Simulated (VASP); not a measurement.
Method: LDA (Ceperley-Alder, Perdew-Zunger), VASP's LDA PAW potentials (set 64) (plane waves; VASP).

Input for VASP

INCAR:
```
# general
SYSTEM =NaI
PREC   =Accurate
ENCUT  =400
LREAL  =F
LASPH  =T

# electronic loop
EDIFF  =1E-8
NELM   =100
ALGO   =Normal
LMAXMIX=4

# smearing
ISMEAR =0
SIGMA  =0.05

# ions
IBRION =1
NSW    =30
ISIF   =2
EDIFFG =-0.001

# output
LWAVE  =F
LCHARG =F
```

**KPOINTS**
```
kpoints
0
gamma
7 7 7
0 0 0
```

POSCAR:
```
NaI
1
    0.0000000000     3.1264603786     3.1264603786
    3.1264603786     0.0000000000     3.1264603786
    3.1264603786     3.1264603786     0.0000000000
Na I
1 1
Direct
  0.0000000000   0.0000000000   0.0000000000
  0.5000000000   0.5000000000   0.5000000000
```

POTCAR, in this order: Na_pv I (LDA.64 set). Program: vasp_std.

Output

**OSZICAR**
```
       N       E                     dE             d eps       ncg     rms          rms(c)
DAV:   1     0.665210633222E+02    0.66521E+02   -0.61311E+03   448   0.939E+02
DAV:   2    -0.110399760038E+01   -0.67625E+02   -0.63692E+02   482   0.209E+02
DAV:   3    -0.596860229880E+01   -0.48646E+01   -0.48457E+01   550   0.593E+01
DAV:   4    -0.607953221969E+01   -0.11093E+00   -0.11088E+00   512   0.965E+00
DAV:   5    -0.608273192833E+01   -0.31997E-02   -0.31996E-02   551   0.165E+00    0.178E+00
DAV:   6    -0.602934044754E+01    0.53391E-01   -0.64076E-02   491   0.196E+00    0.118E+00
DAV:   7    -0.601649352317E+01    0.12847E-01   -0.45577E-02   512   0.146E+00    0.474E-01
DAV:   8    -0.601612605985E+01    0.36746E-03   -0.23451E-03   479   0.505E-01    0.691E-02
DAV:   9    -0.601610859714E+01    0.17463E-04   -0.74785E-05   536   0.109E-01    0.328E-02
DAV:  10    -0.601610754275E+01    0.10544E-05   -0.16132E-05   610   0.604E-02    0.361E-03
DAV:  11    -0.601610744958E+01    0.93173E-07   -0.74696E-07   531   0.144E-02    0.222E-03
DAV:  12    -0.601610745220E+01   -0.26155E-08   -0.59368E-08   497   0.200E-03
   1 F= -.60161075E+01 E0= -.60161075E+01  d E =-.601611E+01
```

File OUTCAR:
```
------------------------ aborting loop because EDIFF is reached ----------------------------------------
  FORCE on cell =-STRESS in cart. coord.  units (eV):
  Direction    XX          YY          ZZ          XY          YZ          ZX
  --------------------------------------------------------------------------------------
  Total       -0.0062203     -0.0062203     -0.0062203      0.0000000     -0.0000000      0.0000000
  in kB       -0.1630539     -0.1630539     -0.1630539      0.0000000     -0.0000000      0.0000000
  external PRESSURE =      -0.1630539 kB  Pullay stress =       0.0000000 kB
  volume of cell :       61.12
      direct lattice vectors                 reciprocal lattice vectors
     0.000000000  3.126460379  3.126460379    -0.159925264  0.159925264  0.159925264
     3.126460379  0.000000000  3.126460379     0.159925264 -0.159925264  0.159925264
     3.126460379  3.126460379  0.000000000     0.159925264  0.159925264 -0.159925264
  FREE ENERGIE OF THE ION-ELECTRON SYSTEM (eV)
  ---------------------------------------------------
  free  energy   TOTEN  =        -6.0161074522 eV

  energy  without entropy=       -6.0161074522  energy(sigma->0) =       -6.01610745

 reached required accuracy - stopping structural energy minimisation
```
(Selected blocks of OUTCAR.)

The compound is NaI in the rock salt structure. It was relaxed first, which changed the volume by -10 %. The start is the result of an earlier pass.
